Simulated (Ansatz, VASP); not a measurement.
# Cross-check of ZnS (Wurtzite-2H) between VASP and Ansatz, part 3 of 3

Wanted: the spread between two codes on one cell, functional and k mesh. The cell is taken from a series of runs on this material, whose earlier steps may have relaxed, scaled, displaced or heated it; both programs get it as it stands.

VASP 6.6.1 and Ansatz 0.2.0.

So far: Starting point; Ansatz: zone-centre phonons, LDA; VASP: zone-centre phonons, LDA.

### 3. VASP: zone-centre phonons, LDA (continued)

Level of this step: LDA; plane waves and PAW (S, Zn) (VASP).

Numbers of over 12 decimals in the logs are rounded to 6 here.

From OUTCAR (step 3):

```text
ion  position               nearest neighbor table
   1  0.333  0.667  0.382-   3 2.28   4 2.29   4 2.29   4 2.29
   2  0.667  0.333  0.882-   4 2.28   3 2.29   3 2.29   3 2.29
   3  0.333  0.667  0.003-   1 2.28   2 2.29   2 2.29   2 2.29
   4  0.667  0.333  0.503-   2 2.28   1 2.29   1 2.29   1 2.29

  LATTYP: Found a hexagonal cell.
 ALAT       =     3.7576435272
 C/A-ratio  =     1.6020647255

 Subroutine GETGRP returns: Found 12 space group operations
 (whereof  6 operations were pure point group operations)

The static configuration has the point symmetry C_3v.
 The point group associated with its full space group is C_6v.

 Found     95 irreducible k-points:

   k-points           NKPTS =     95   k-points in BZ     NKDIM =     95   number of bands    NBANDS=     24

   dimension x,y,z NGX =    28 NGY =   28 NGZ =   48
   dimension x,y,z NGXF=    56 NGYF=   56 NGZF=   96

   ENCUT  =  500.0 eV  36.75 Ry    6.06 a.u.   6.85  6.85 10.98*2*pi/ulx,y,z

   NELECT =      36.0000    total number of electrons

 k-points in reciprocal lattice and weights: Automatic mesh
   0.00000000  0.00000000  0.00000000       0.001
   0.08333333 -0.00000000  0.00000000       0.005
   0.16666667  0.00000000  0.00000000       0.005
   0.25000000 -0.00000000  0.00000000       0.005
   0.33333333 -0.00000000  0.00000000       0.005
   0.41666667 -0.00000000  0.00000000       0.005
   0.50000000 -0.00000000  0.00000000       0.003
   0.08333333  0.08333333  0.00000000       0.005
   0.16666667  0.08333333  0.00000000       0.010
[...]
-1.878821764  3.254214753  0.000000000     0.000000000  0.307293795  0.000000000
     0.000000000  0.000000000  6.019988146     0.000000000  0.000000000  0.166113284

 POSITION                                       TOTAL-FORCE (eV/Angst)
 -----------------------------------------------------------------------------------
      0.00000      2.16948      2.29923         0.000000      0.000000      0.000435
      1.87882      1.08474      5.30922        -0.000000     -0.000000      0.000435
      0.00000      2.16948      0.01847         0.000000     -0.000000     -0.000435
      1.87882      1.08474      3.02846        -0.000000      0.000000     -0.000435
 -----------------------------------------------------------------------------------
    total drift:                               -0.000022     -0.000038     -0.001563

 MACROSCOPIC STATIC DIELECTRIC TENSOR (including local field effects in DFT)
 ------------------------------------------------------
           6.044964     0.000000     0.000000
           0.000000     6.044964     0.000000
           0.000000     0.000000     6.059574
 ------------------------------------------------------

 PIEZOELECTRIC TENSOR (including local field effects)  for field in x, y, z        (C/m^2)
          XX          YY          ZZ          XY          YZ          ZX
  --------------------------------------------------------------------------------
  x    -0.00000     0.00000     0.00000     0.00000     0.00000     0.34011
  y    -0.00000     0.00000     0.00000    -0.00000     0.34011     0.00000
  z     0.33783     0.33783    -0.71613     0.00000     0.00000     0.00000

 BORN EFFECTIVE CHARGES (including local field effects) (in |e|, cummulative output)
 ---------------------------------------------------------------------------------
 ion    1
    1    -1.85092     0.00000    -0.00000
    2     0.00000    -1.85092     0.00000
    3     0.00000     0.00000    -1.91616
 ion    2
    1    -1.85092     0.00000     0.00000
    2    -0.00000    -1.85092     0.00000
    3     0.00000    -0.00000    -1.91616
 ion    3
    1     1.85092    -0.00000     0.00000
    2     0.00000     1.85092     0.00000
    3     0.00000    -0.00000     1.91616
 ion    4
    1     1.85092    -0.00000     0.00000
    2     0.00000     1.85092     0.00000
    3     0.00000     0.00000     1.91616

 Eigenvectors and eigenvalues of the dynamical matrix
 ----------------------------------------------------

   1 f  =   10.795116 THz    67.827712 2PiTHz  360.086296 cm-1    44.644991 meV
             X         Y         Z           dx          dy          dz
      0.000000  2.169477  2.299228    -0.000000   -0.000000    0.687380
      1.878822  1.084738  5.309222     0.000000    0.000000   -0.687380
      0.000000  2.169477  0.018467     0.000000   -0.000000   -0.165858
      1.878822  1.084738  3.028461     0.000000    0.000000    0.165858

   2 f  =    9.178052 THz    57.667403 2PiTHz  306.146868 cm-1    37.957357 meV
             X         Y         Z           dx          dy          dz
      0.000000  2.169477  2.299228    -0.000002   -0.606851   -0.000000
      1.878822  1.084738  5.309222     0.000002    0.606851   -0.000000
      0.000000  2.169477  0.018467    -0.000001   -0.362949    0.000000
      1.878822  1.084738  3.028461     0.000001    0.362949   -0.000000

   3 f  =    9.178052 THz    57.667403 2PiTHz  306.146868 cm-1    37.957357 meV
             X         Y         Z           dx          dy          dz
      0.000000  2.169477  2.299228    -0.606851    0.000002    0.000000
      1.878822  1.084738  5.309222     0.606851   -0.000002    0.000000
      0.000000  2.169477  0.018467    -0.362949    0.000001   -0.000000
      1.878822  1.084738  3.028461     0.362949   -0.000001   -0.000000

   4 f  =    8.948904 THz    56.227620 2PiTHz  298.503298 cm-1    37.009675 meV
             X         Y         Z           dx          dy          dz
      0.000000  2.169477  2.299228     0.000000    0.579345    0.000000
      1.878822  1.084738  5.309222     0.000000    0.579345    0.000000
      0.000000  2.169477  0.018467    -0.000000   -0.405413   -0.000000
      1.878822  1.084738  3.028461    -0.000000   -0.405413   -0.000000

   5 f  =    8.948904 THz    56.227620 2PiTHz  298.503298 cm-1    37.009675 meV
             X         Y         Z           dx          dy          dz
      0.000000  2.169477  2.299228     0.579345   -0.000000   -0.000000
      1.878822  1.084738  5.309222     0.579345   -0.000000   -0.000000
      0.000000  2.169477  0.018467    -0.405413    0.000000    0.000000
      1.878822  1.084738  3.028461    -0.405413    0.000000    0.000000

   6 f  =    8.897013 THz    55.901579 2PiTHz  296.772397 cm-1    36.795071 meV
             X         Y         Z           dx          dy          dz
      0.000000  2.169477  2.299228    -0.000000    0.000000   -0.579370
      1.878822  1.084738  5.309222    -0.000000    0.000000   -0.579370
      0.000000  2.169477  0.018467     0.000000   -0.000000    0.405376
      1.878822  1.084738  3.028461     0.000000   -0.000000    0.405376

   7 f  =    5.925010 THz    37.227935 2PiTHz  197.637058 cm-1    24.503861 meV
             X         Y         Z           dx          dy          dz
      0.000000  2.169477  2.299228     0.000000   -0.000000   -0.165858
      1.878822  1.084738  5.309222     0.000000   -0.000000    0.165858
      0.000000  2.169477  0.018467    -0.000000    0.000000   -0.687380
      1.878822  1.084738  3.028461     0.000000   -0.000000    0.687380

   8 f  =    2.002988 THz    12.585147 2PiTHz   66.812502 cm-1     8.283691 meV
             X         Y         Z           dx          dy          dz
      0.000000  2.169477  2.299228    -0.000002    0.362949   -0.000000
      1.878822  1.084738  5.309222     0.000002   -0.362949   -0.000000
      0.000000  2.169477  0.018467     0.000003   -0.606851    0.000000
      1.878822  1.084738  3.028461    -0.000003    0.606851    0.000000

   9 f  =    2.002988 THz    12.585147 2PiTHz   66.812502 cm-1     8.283691 meV
             X         Y         Z           dx          dy          dz
      0.000000  2.169477  2.299228    -0.362949   -0.000002    0.000000
      1.878822  1.084738  5.309222     0.362949    0.000002    0.000000
      0.000000  2.169477  0.018467     0.606851    0.000003    0.000000
      1.878822  1.084738  3.028461    -0.606851   -0.000003    0.000000

  10 f/i=    0.002959 THz     0.018593 2PiTHz    0.098706 cm-1     0.012238 meV
             X         Y         Z           dx          dy          dz
      0.000000  2.169477  2.299228    -0.358262    0.189758    0.000000
      1.878822  1.084738  5.309222    -0.358262    0.189758    0.000000
      0.000000  2.169477  0.018467    -0.511964    0.271169    0.000000
      1.878822  1.084738  3.028461    -0.511964    0.271169    0.000000

  11 f/i=    0.002959 THz     0.018593 2PiTHz    0.098706 cm-1     0.012238 meV
             X         Y         Z           dx          dy          dz
      0.000000  2.169477  2.299228    -0.189758   -0.358262    0.000000
      1.878822  1.084738  5.309222    -0.189758   -0.358262    0.000000
      0.000000  2.169477  0.018467    -0.271169   -0.511964    0.000000
      1.878822  1.084738  3.028461    -0.271169   -0.511964    0.000000

  12 f/i=    0.003509 THz     0.022047 2PiTHz    0.117042 cm-1     0.014511 meV
             X         Y         Z           dx          dy          dz
      0.000000  2.169477  2.299228    -0.000000    0.000000   -0.405376
      1.878822  1.084738  5.309222    -0.000000    0.000000   -0.405376
      0.000000  2.169477  0.018467    -0.000000    0.000000   -0.579370
      1.878822  1.084738  3.028461    -0.000000    0.000000   -0.579370

 MACROSCOPIC STATIC DIELECTRIC TENSOR IONIC CONTRIBUTION
 ------------------------------------------------------
           2.389641    -0.000000    -0.000000
          -0.000000     2.389641    -0.000000
          -0.000000    -0.000000     2.591152
 ------------------------------------------------------

 ELASTIC MODULI CONTR FROM IONIC RELAXATION (kBar)
 Direction    XX          YY          ZZ          XY          YZ          ZX
 --------------------------------------------------------------------------------
 XX        -381.7035    176.1332    226.7212      0.0000      0.0000      0.0000
 YY         176.1332   -381.7035    226.7212     -0.0000     -0.0000     -0.0000
 ZZ         226.7212    226.7212   -500.0967      0.0000     -0.0000     -0.0000
 XY           0.0000     -0.0000      0.0000   -278.9184      0.0000      0.0000
 YZ          -0.0000      0.0000     -0.0000      0.0000   -100.5997      0.0000
 ZX           0.0000     -0.0000     -0.0000      0.0000      0.0000   -114.7520
 --------------------------------------------------------------------------------

 PIEZOELECTRIC TENSOR IONIC CONTR  for field in x, y, z        (C/m^2)
          XX          YY          ZZ          XY          YZ          ZX
  --------------------------------------------------------------------------------
  x     0.00000    -0.00000    -0.00000     0.00000     0.00000    -0.49274
  y    -0.00000     0.00000    -0.00000     0.00000    -0.46136     0.00000
  z    -0.48561    -0.48561     1.07114    -0.00000     0.00000     0.00000
```

### 4. Comparison

Known differences besides the potentials themselves: fixed occupations in Ansatz, narrow Gaussian smearing in VASP; VASP's response is taken on the typed mesh, Ansatz refines its own for the field response alone; the cutoff is 420 eV in Ansatz and 500 eV in VASP; VASP's log shows a relativistic correction to its local exchange, Ansatz's none. Total energies have different zeros and are not compared.

Both answers:

| quantity | Ansatz | VASP | difference |
| --- | --- | --- | --- |
| ε∞ xx | 6.10 | 6.04 | +0.87 % |
| ε∞ yy | 6.10 | 6.04 | +0.87 % |
| ε∞ zz | 6.11 | 6.06 | +0.91 % |
| Born charge of S1 (mean of the diagonal) (e) | -1.86 | -1.87 | +0.01 |
| Born charge of Zn3 (mean of the diagonal) (e) | 1.86 | 1.87 | -0.01 |
| optical mode 1 to 2 (cm⁻¹) | 67.8 | 66.8 | +1.46 % |
| optical mode 3 (cm⁻¹) | 197.8 | 197.6 | +0.06 % |
| optical mode 4 (cm⁻¹) | 295.6 | 296.8 | -0.41 % |
| optical mode 5 to 6 (cm⁻¹) | 297.3 | 298.5 | -0.41 % |
| optical mode 7 to 8 (cm⁻¹) | 305.0 | 306.1 | -0.39 % |
| optical mode 9 (cm⁻¹) | 359.0 | 360.1 | -0.30 % |

Modes are paired by rising frequency, not by their patterns, so a pair may set unlike modes beside each other; they are those without the splitting of longitudinal modes.

### 5. Results

```json
{
 "r.m.s. difference of the optical zone-centre modes, each program's sorted by frequency (zone-centre phonons, LDA)": "1.1 cm⁻¹",
 "difference in optical mode 1 to 2 (zone-centre phonons, LDA)": "+1.5 %"
}
```

What this shows: The r.m.s. difference of the optical zone-centre modes, each program's sorted by frequency is 1.1 cm⁻¹ (zone-centre phonons, LDA). Among the rows given in per cent, the largest difference of the zone-centre phonons, LDA pair is in optical mode 1 to 2, +1.5 %. How closely two codes agree says nothing of how well the functional describes the real material.

[Lines on the potential files, build, host, timing and source positions are cut from VASP's logs without a mark.]

[Logs are printed without paths, hosts, clocks, repeated set-up lines and the standing remarks that a program may print on its own settings, such as how far it seeks lower states.]

[Hosts, paths, dates, database ids (printed as entryN), source tags and the programs' standing remarks are cut or masked in the printed files.]
